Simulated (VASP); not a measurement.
**GeS₂ (relaxed from the fluorite structure, space group Fm-3m): computed properties**

All values below come from PBEsol GGA, VASP's PBE PAW potentials (set 64) (plane waves; VASP 6.6.1).

```json
{
 "space_group": "Fm-3m (225)",
 "cell": "a = 6.105 Å, b = 6.105 Å, c = 6.105 Å, α = 90.00°, β = 90.00°, γ = 90.00°",
 "volume_per_atom": "18.96 Å³/atom",
 "band gap (over mesh and band path)": "none (metal, semimetal or under 0.01 eV)",
 "density": "3.99 g/cm³"
}
```

GeS2 is modelled in the cubic space group Fm-3m (No. 225), the fluorite structure, Pearson symbol cF12. Lattice parameters: a = b = c = 6.1053 Å, α = β = γ = 90.00°. Ge on 4a is surrounded by 8 S at 2.644 Å (cubic). S on 8c has 4 Ge at 2.644 Å (tetrahedral). (Neighbours: up to the widest gap in distance over summed covalent radii, below 1.35, at either atom.)
(The calculation used a cell of 3 atoms; values per cell refer to that cell.)

The structure was generated: GeS2 was put into the fluorite type (Fm-3m), which need not be its known phase. It was relaxed first, which changed the volume by +25 %. Symmetry was kept, so distortions that lower it aren't found.
